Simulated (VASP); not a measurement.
# SiC (Moissanite 3C): time-dependent DFT spectra, part 2 of 5

Aim: the absorption of SiC (Moissanite 3C) from time-dependent DFT with and without exact exchange. The cell is of the zinc-blende type, one of the forms listed for this formula. The start is a cell from a database of measured crystal structures.

VASP 6.6.1, plane waves and PAW; the level of theory is named at each step.

So far. Step 3 (Empty bands, functional LDA): WAVECAR now holds 24 bands for 8 electrons. Its independent-particle dielectric tensor has xx, yy, zz = 7.9, 7.9, 7.9 on this mesh, which isn't tested for convergence in mesh or bands and lacks local fields.

## (4) Casida equation on LDA

This step: time-dependent LDA, Casida form; plane waves and PAW (Si, C) (VASP 6.6.1).

The Casida equation, in the Tamm-Dancoff approximation (ANTIRES = 0), couples the pairs by a local exchange-correlation kernel; a semilocal kernel is short-ranged. On this coarse mesh the spectra break into peaks of single stars of k points, and those at the smallest gap weigh too much.

INCAR

```
SYSTEM = SiC
PREC = Accurate
ENCUT = 420
ISMEAR = 0
SIGMA = 0.01
LREAL = .FALSE.
GGA = CA
NBANDS = 24
ALGO = TDHF
NBANDSO = 4
NBANDSV = 4
OMEGAMAX = 25
NEDOS = 1000
CSHIFT = 0.1
PRECFOCK = Fast
LWAVE = .FALSE.
LCHARG = .FALSE.
ANTIRES = 0
LFXC = .TRUE.
LADDER = .FALSE.
```

POSCAR

```
SiC
1.0
    0.0000000000      2.1790000000      2.1790000000
    2.1790000000      0.0000000000      2.1790000000
    2.1790000000      2.1790000000      0.0000000000
Si C
1 1
Direct
    0.0000000000      0.0000000000      0.0000000000
    0.7500000000      0.7500000000      0.7500000000
```

KPOINTS

```
Automatic mesh
0
Gamma
6 6 6
0 0 0
```

Potentials, in the order of the species: Si and C (PBE family, release 64).

The run is started by

```sh
$ mpirun -np 8 vasp_std
```

Log:

```text
[banner, memory and clock lines left out]
running    8 mpi-ranks, on    1 nodes
 distrk:  each k-point on    8 cores,    1 groups
 distr:  one band on    1 cores,    8 groups

 POSCAR found type information on POSCAR SiC
 POSCAR found :  2 types and       2 ions
|                                                                             |
|           W    W    AA    RRRRR   N    N  II  N    N   GGGG   !!!           |
|           W    W   A  A   R    R  NN   N  II  NN   N  G    G  !!!           |
|           W    W  A    A  R    R  N N  N  II  N N  N  G       !!!           |
|           W WW W  AAAAAA  RRRRR   N  N N  II  N  N N  G  GGG   !            |
|           WW  WW  A    A  R   R   N   NN  II  N   NN  G    G                |
|           W    W  A    A  R    R  N    N  II  N    N   GGGG   !!!           |
|                                                                             |
|     For optimal performance we recommend to set                             |
|       NCORE = 2 up to number-of-cores-per-socket                            |
|     NCORE specifies how many cores store one orbital (NPAR=cpu/NCORE).      |
|     This setting can greatly improve the performance of VASP for DFT.       |
|     The default, NCORE=1 might be grossly inefficient on modern             |
|     multi-core architectures or massively parallel machines. Do your        |
|     Unfortunately you need to use the default for GW and RPA                |
|     calculations (for HF NCORE is supported but not extensively tested      |
|     yet).                                                                   |
|                                                                             |

|                                                                             |
|               ----> ADVICE to this user running VASP <----                  |
|                                                                             |
|     You enforced a specific xc type in the INCAR file but a different       |
|     [... a line on the potential file left out ...]
|     I HOPE YOU KNOW WHAT YOU ARE DOING!                                     |
|                                                                             |

|                                                                             |
|           W    W    AA    RRRRR   N    N  II  N    N   GGGG   !!!           |
|           W    W   A  A   R    R  NN   N  II  NN   N  G    G  !!!           |
|           W    W  A    A  R    R  N N  N  II  N N  N  G       !!!           |
|           W WW W  AAAAAA  RRRRR   N  N N  II  N  N N  G  GGG   !            |
|           WW  WW  A    A  R   R   N   NN  II  N   NN  G    G                |
|           W    W  A    A  R    R  N    N  II  N    N   GGGG   !!!           |
|                                                                             |
|     The default for ENCUTGWSOFT is different in this version of VASP.       |
|     please manually set ENCUTGWSOFT =280 in the INCAR file.                 |
|                                                                             |

 LDA part: xc-table for (Slater(with rela. corr.)+CA(PZ))
 , standard interpolation
 found WAVECAR, reading the header
 POSCAR, INCAR and KPOINTS ok, starting setup
 FFT: planning ... GRIDC
 FFT: planning ... GRID_SOFT
 FFT: planning ... GRID
 reading WAVECAR
 the WAVECAR file was read successfully
 initial charge from wavefunction
 available memory per node:    130.77 GB, setting MAXMEM to    133904

 The Fermi energy was updated, please check that it is located mid-gap
 values below the HOMO (VB) or above the LUMO (CB) will cause erroneous energies
 E-fermi :   8.5716

 the WAVEDER file was read successfully
 responsefunction array rank=     232
 LDA part: xc-table for (Slater(with rela. corr.)+CA(PZ))
 , standard interpolation

 min. memory requirement per mpi rank     47.3 MB, per node    378.5 MB

 Doing            0  frequencies on each core in blocks of            0
 parallelization over k-points
 Using distributed matrix
 Using distributed eigensolver
 allocating two-electron 4 orbital integral table    4    4    4    4
 BSE setting up matrix
 available memory per node:    130.75 GB, setting MAXMEM to    133888
 Calculate matrix elements of the BSE Hamiltonian:
 Workload is divided into blocks of two-electron 4 orbital integrals computed in
  parallel.
 Each block/integral has dimensions  of (   4,   4,   4,   4) orbitals
 Total number of blocks/integrals:                23436
 Number of spins:                                     1
 Number of kpoints:                                 216
 Spin channel:                                        1
  Number of blocks of unoccupied bands:               1
  Number of blocks of occupied bands:                 1
 Number of rows/columns of blocks:                  216

                                                        Time (sec)
               Integrals                 Ranks       Real         CPU
  [         1 -       1728/     23436]     8         0.22        0.00
  [      1729 -       3456/     23436]     8         0.44        0.00
  [      3457 -       5184/     23436]     8         0.61        0.00
  [      5185 -       6912/     23436]     8         0.74        0.00
  [      6913 -       8640/     23436]     8         0.91        0.00
  [      8641 -      10368/     23436]     8         1.05        0.00
  [     10369 -      12096/     23436]     8         1.20        0.00
  [     12097 -      13824/     23436]     8         1.32        0.00
  [     13825 -      15552/     23436]     8         1.48        0.00
  [     15553 -      17280/     23436]     8         1.61        0.00
  [     17281 -      19008/     23436]     8         1.74        0.00
  [     19009 -      20736/     23436]     8         1.90        0.00
  [     20737 -      22464/     23436]     8         2.03        0.00
  [     22465 -      23328/     23436]     8         2.11        0.00
  [     23329 -      23436/     23436]     8         2.12        0.00

 BSE redistributing all elements
 BSE diagonalizing matrix PDSYEVX_ZHEEVX_DESC
 BSE calculating oscillator strength
```

Wall time 7 s (8 MPI ranks of Intel Xeon 6975P-C (Granite Rapids), shared host); peak memory 1.8 GiB.

Parts of OUTCAR (step 4):

```text
The static configuration has the point symmetry T_d .

 Found     16 irreducible k-points:

   k-points           NKPTS =     16   k-points in BZ     NKDIM =    216   number of bands    NBANDS=     24

   NELECT =       8.0000    total number of electrons

 E-fermi :   8.5716

[... 7 parts as in an earlier step ...]
```

This step gave:

```
lowest excitation : 4.514 eV
```

The imaginary dielectric function, xx has structure finer than the step of the table below, so its rows give means over 1 eV, whole bins alone (the curve runs from 0 to 25 eV). Peaks (eV: height): 5.5: 21.9, 5.9: 13.8, 6.6: 48.9, 8.4: 15.3, 11.0: 11.0.

From 4 filled and 4 empty bands alone, without any pair above OMEGAMAX = 25 eV, so strength is missing wherever others contribute; lines are broadened by CSHIFT, which also makes the tail under the first line. The imaginary dielectric function, xx by photon energy; means over each step:

| photon energy (eV) | imaginary dielectric function, xx |
| --- | --- |
| 1 | 0.0301 |
| 2 | 0.0721 |
| 3 | 0.158 |
| 4 | 0.984 |
| 5 | 6.94 |
| 6 | 12.4 |
| 7 | 18.7 |
| 8 | 9.85 |
| 9 | 7.03 |
| 10 | 4.71 |
| 11 | 7.99 |
| 12 | 3.36 |
| 13 | 1.24 |
| 14 | 0.774 |
| 15 | 0.783 |
| 16 | 0.553 |
| 17 | 0.435 |
| 18 | 0.248 |
| 19 | 0.218 |
| 20 | 0.0644 |
| 21 | 0.0517 |
| 22 | 0.0572 |
| 23 | 0.0419 |
| 24 | 0.0241 |

The lowest excitation lies at 4.514 eV, +0 meV against the direct gap of these orbitals. It is dark; the first state with over 2 % of the strongest strength among the lowest 40 lies at 4.518 eV. Peak heights aren't converged with the mesh, least of all at the onset.

## (5) Random-phase approximation on LDA

This step: RPA spectrum on LDA; plane waves and PAW (Si, C) (VASP 6.6.1).

With the exchange-correlation kernel off, only the local fields remain: the random-phase approximation.

Edit INCAR of step 4 so:

```diff
@@ -18,3 +18,3 @@
 ANTIRES = 0
-LFXC = .TRUE.
+LFXC = .FALSE.
 LADDER = .FALSE.
```

POSCAR is that of step 4.

KPOINTS is that of step 4.

The run is started by

```sh
$ mpirun -np 8 vasp_std
```

Log:

```text
[banner, memory and clock lines left out]
 LDA part: xc-table for (Slater(with rela. corr.)+CA(PZ))
 , standard interpolation
 found WAVECAR, reading the header
 POSCAR, INCAR and KPOINTS ok, starting setup
 FFT: planning ... GRIDC
 FFT: planning ... GRID_SOFT
 FFT: planning ... GRID
 reading WAVECAR
 the WAVECAR file was read successfully
 initial charge from wavefunction
 available memory per node:    130.87 GB, setting MAXMEM to    134015

 Doing            0  frequencies on each core in blocks of            0
 parallelization over k-points
 Using distributed matrix
 Using distributed eigensolver
 allocating two-electron 4 orbital integral table    4    4    4    4
 BSE setting up matrix
 available memory per node:    130.89 GB, setting MAXMEM to    134035
 Calculate matrix elements of the BSE Hamiltonian:
 Workload is divided into blocks of two-electron 4 orbital integrals computed in
  parallel.
 Each block/integral has dimensions  of (   4,   4,   4,   4) orbitals
 Total number of blocks/integrals:                23436
 Number of spins:                                     1
 Number of kpoints:                                 216
 Spin channel:                                        1
  Number of blocks of unoccupied bands:               1
  Number of blocks of occupied bands:                 1
 Number of rows/columns of blocks:                  216

                                                        Time (sec)
               Integrals                 Ranks       Real         CPU
  [         1 -       1728/     23436]     8         0.18        0.00
  [      1729 -       3456/     23436]     8         0.29        0.00
  [      3457 -       5184/     23436]     8         0.45        0.00
  [      5185 -       6912/     23436]     8         0.57        0.00
  [      6913 -       8640/     23436]     8         0.69        0.00
  [      8641 -      10368/     23436]     8         0.80        0.00
  [     10369 -      12096/     23436]     8         0.94        0.00
  [     12097 -      13824/     23436]     8         1.05        0.00
  [     13825 -      15552/     23436]     8         1.17        0.00
  [     15553 -      17280/     23436]     8         1.28        0.00
  [     17281 -      19008/     23436]     8         1.39        0.00
  [     19009 -      20736/     23436]     8         1.57        0.00
  [     20737 -      22464/     23436]     8         1.71        0.00
  [     22465 -      23328/     23436]     8         1.80        0.00
  [     23329 -      23436/     23436]     8         1.84        0.00

[... 8 parts as in an earlier step ...]
```

The job ended after 6.6 s (8 MPI ranks; peak memory 1.8 GiB; 39 s of CPU time).

Parts of OUTCAR (step 5):

```text
   NELECT =       8.0000    total number of electrons

 E-fermi :   8.5716

[... 8 parts as in an earlier step ...]

[... 2 further parts left out ...]
```

This step gave:

```yaml
lowest_excitation: 4.515 eV
```

The imaginary dielectric function, xx has structure finer than the step of the table below, so its rows give means over 1 eV, whole bins alone (the curve runs from 0 to 25 eV). Peaks (eV: height): 5.5: 21.1, 5.9: 12.5, 6.6: 44.3, 8.5: 15.6, 11.0: 12.8.

From 4 filled and 4 empty bands alone, without any pair above OMEGAMAX = 25 eV, so strength is missing wherever others contribute; lines are broadened by CSHIFT, which also makes the tail under the first line. Imaginary dielectric function, xx against photon energy; means over each step:

photon energy (eV), imaginary dielectric function, xx and a bar:
```
        1        0.0 
        2        0.1 
        3        0.1 
        4        0.9 #
        5        6.1 ##########
        6       10.6 #################
        7       19.0 ##############################
        8        9.4 ###############
        9        7.2 ###########
       10        4.6 #######
       11        8.5 #############
       12        4.6 #######
       13        1.6 ##
       14        0.9 #
       15        0.9 #
       16        0.7 #
       17        0.6 #
       18        0.3 
       19        0.3 
       20        0.1 
       21        0.1 
       22        0.1 
       23        0.1 
       24        0.0
```

The lowest excitation lies at 4.515 eV, +1 meV against the direct gap of these orbitals. It is dark; the first state with over 2 % of the strongest strength among the lowest 40 lies at 4.521 eV. Peak heights aren't converged with the mesh, least of all at the onset.

## (6) Orbitals for ground state at HSE06

This step: LDA; plane waves and PAW (Si, C) (VASP 6.6.1).

A hybrid converges faster from good orbitals, so a cheap LDA run writes WAVECAR first.

INCAR

```
SYSTEM = SiC
PREC = Accurate
ENCUT = 420
EDIFF = 1E-05
NELM = 100
ISMEAR = 0
SIGMA = 0.01
LREAL = .FALSE.
ALGO = Normal
GGA = CA
NBANDS = 10
LORBIT = 11
LWAVE = .TRUE.
LCHARG = .FALSE.
KPAR = 8
```

POSCAR is that of step 5.

KPOINTS is that of step 5.

The run is started by

```sh
$ mpirun -np 8 vasp_std
```

Log:

```text
[banner, memory and clock lines left out]
running    8 mpi-ranks, on    1 nodes
 distrk:  each k-point on    1 cores,    8 groups
 distr:  one band on    1 cores,    1 groups

 POSCAR found type information on POSCAR SiC
 POSCAR found :  2 types and       2 ions
 [... a notice as in an earlier step ...]

 [... a notice as in an earlier step ...]

 LDA part: xc-table for (Slater(with rela. corr.)+CA(PZ))
 , standard interpolation
 POSCAR, INCAR and KPOINTS ok, starting setup
 FFT: planning ... GRIDC
 FFT: planning ... GRID_SOFT
 FFT: planning ... GRID
 WAVECAR not read
 entering main loop
       N       E                     dE             d eps       ncg     rms          rms(c)
[... 10 cycles as in an earlier step ...]
DAV:  11    -0.165751577411E+02   -0.92874E-07   -0.42158E-06   164   0.127E-02
   1 F= -.16575158E+02 E0= -.16575158E+02  d E =-.252317E-39
 writing wavefunctions
```

The job ended after 1.2 s (8 MPI ranks; peak memory 0.87 GiB; 4.1 s of CPU time).

Parts of OUTCAR (step 6):

```text
   NELECT =       8.0000    total number of electrons

 E-fermi :   8.0126

 k-point     1 :       0.0000    0.0000    0.0000
  band No.  band energies     occupation
      1      -7.4216      2.00000
      2       7.9222      2.00000
      3       7.9222      2.00000
      4       7.9222      2.00000
      5      14.1988      0.00000
      6      15.1060      0.00000
      7      15.1060      0.00000
      8      15.1060      0.00000
      9      22.4762      0.00000
    ...

  Total       -0.4607861     -0.4607861     -0.4607861      0.0000000      0.0000000      0.0000000
  in kB      -35.6786350    -35.6786350    -35.6786350      0.0000000      0.0000000      0.0000000
  external PRESSURE =     -35.6786350 kB  Pullay stress =       0.0000000 kB

 POSITION                                       TOTAL-FORCE (eV/Angst)
 -----------------------------------------------------------------------------------
      0.00000      0.00000      0.00000         0.000000      0.000000     -0.000000
      3.26850      3.26850      3.26850         0.000000      0.000000      0.000000
 -----------------------------------------------------------------------------------
    total drift:                               -0.000000     -0.000000     -0.000000

  FREE ENERGIE OF THE ION-ELECTRON SYSTEM (eV)
  ---------------------------------------------------
  free  energy   TOTEN  =       -16.5751577411 eV

  energy  without entropy=      -16.5751577411  energy(sigma->0) =      -16.57515774

[... 9 parts as in an earlier step ...]

[... 8 further parts left out ...]
```

Numbers from this step:

```
pressure : -3.568 GPa
```

The run ends at a pressure of -3.57 GPa.

## (7) Ground state at HSE06

This step: HSE06; plane waves and PAW (Si, C) (VASP 6.6.1).

The orbitals come from a self-consistent HSE06 run. EDIFF is tight for accurate orbitals, and a narrow smearing avoids fractional occupations.

INCAR

```
SYSTEM = SiC
PREC = Accurate
ENCUT = 420
EDIFF = 1E-08
NELM = 100
ISMEAR = 0
SIGMA = 0.01
LREAL = .FALSE.
ALGO = Normal
LHFCALC = .TRUE.
AEXX = 0.25
GGA = PE
HFSCREEN = 0.2
LASPH = .TRUE.
NBANDS = 10
PRECFOCK = Fast
LORBIT = 11
LWAVE = .TRUE.
LCHARG = .FALSE.
KPAR = 8
```

POSCAR is that of step 6.

KPOINTS is that of step 6.

The run starts from files that an earlier step left in the folder.

The run is started by

```sh
$ mpirun -np 8 vasp_std
```

Log:

```text
[banner, memory and clock lines left out]
running    8 mpi-ranks, on    1 nodes
 distrk:  each k-point on    1 cores,    8 groups
 distr:  one band on    1 cores,    1 groups

 POSCAR found type information on POSCAR SiC
 POSCAR found :  2 types and       2 ions
 [... a notice as in an earlier step ...]

 LDA part: xc-table for (Slater+PW92), standard interpolation
 found WAVECAR, reading the header
 POSCAR, INCAR and KPOINTS ok, starting setup
 FFT: planning ... GRIDC
 FFT: planning ... GRID_SOFT
 FFT: planning ... GRID
 reading WAVECAR
 the WAVECAR file was read successfully
 initial charge from wavefunction
 entering main loop
       N       E                     dE             d eps       ncg     rms          rms(c)
DAV:   1    -0.174589763400E+02   -0.17459E+02   -0.79803E-01   320   0.644E+00    0.377E+00
DAV:   2    -0.174607539298E+02   -0.17776E-02   -0.10679E-02   384   0.801E-01    0.243E+00
DAV:   3    -0.174591496507E+02    0.16043E-02   -0.17256E-03   380   0.211E-01    0.141E+00
DAV:   4    -0.174587291503E+02    0.42050E-03   -0.38744E-04   336   0.104E-01    0.780E-01
DAV:   5    -0.174585797551E+02    0.14940E-03   -0.47528E-05   324   0.479E-02    0.438E-01
DAV:   6    -0.174585288400E+02    0.50915E-04   -0.19061E-05   328   0.346E-02    0.247E-01
DAV:   7    -0.174585125846E+02    0.16255E-04   -0.60730E-06   360   0.201E-02    0.140E-01
DAV:   8    -0.174585073324E+02    0.52521E-05   -0.17560E-06   334   0.107E-02    0.791E-02
DAV:   9    -0.174585056779E+02    0.16545E-05   -0.63434E-07   348   0.619E-03    0.442E-02
DAV:  10    -0.174585052792E+02    0.39870E-06   -0.20130E-07   340   0.357E-03    0.250E-02
DAV:  11    -0.174585052058E+02    0.73427E-07   -0.62132E-08   354   0.203E-03    0.142E-02
DAV:  12    -0.174585052093E+02   -0.34494E-08   -0.24672E-08   316   0.128E-03
   1 F= -.17458505E+02 E0= -.17458505E+02  d E =-.386346E-94
 writing wavefunctions
```

Run time: 11 s. Hardware: 8 MPI ranks; peak memory 1.7 GiB.

From OUTCAR (step 7):

```text
   k-points           NKPTS =     16   k-points in BZ     NKDIM =    216   number of bands    NBANDS=     10

   NELECT =       8.0000    total number of electrons

  exchange ACFDT corr.  =         0.00000000  see jH, gK, PRB 81, 115126

 E-fermi :   7.6268

 k-point     1 :       0.0000    0.0000    0.0000
  band No.  band energies     occupation
      1      -9.5099      2.00000
      2       7.4826      2.00000
      3       7.4826      2.00000
      4       7.4826      2.00000
      5      15.0384      0.00000
      6      16.0902      0.00000
      7      16.0902      0.00000
      8      16.0902      0.00000
      9      23.5867      0.00000
    ...

 POSITION                                       TOTAL-FORCE (eV/Angst)
 -----------------------------------------------------------------------------------
      0.00000      0.00000      0.00000         0.000000      0.000000      0.000000
      3.26850      3.26850      3.26850        -0.000000     -0.000000     -0.000000
 -----------------------------------------------------------------------------------
    total drift:                               -0.000013      0.000003     -0.000004

  FREE ENERGIE OF THE ION-ELECTRON SYSTEM (eV)
  ---------------------------------------------------
  free  energy   TOTEN  =       -17.4585052093 eV

  energy  without entropy=      -17.4585052093  energy(sigma->0) =      -17.45850521

[... 7 parts as in an earlier step ...]

[... 9 further parts left out ...]
```

The PAW data sets were made with PBE, which is usual practice but a small mismatch for other functionals.

This step gave:

```yaml
free_energy_toten: -17.46 eV
fermi_energy: 7.627 eV
gap_on_the_k_mesh: 2.252 eV
least_direct_gap_on_the_k_mesh: 5.753 eV
```

(Continued in part 3 of 5.)

[Lines on the potential files, build, host, timing and source positions are cut from VASP's logs without a mark.]

[Logs are printed without paths, hosts, clocks, repeated set-up lines and the standing remarks that a program may print on its own settings, such as how far it seeks lower states.]

[Hosts, paths, dates, database ids (printed as entryN), source tags and the programs' standing remarks are cut or masked in the printed files.]

[Pressures printed for these runs are not shown converged in the cutoff: they can be off by several GPa and have the wrong sign.]
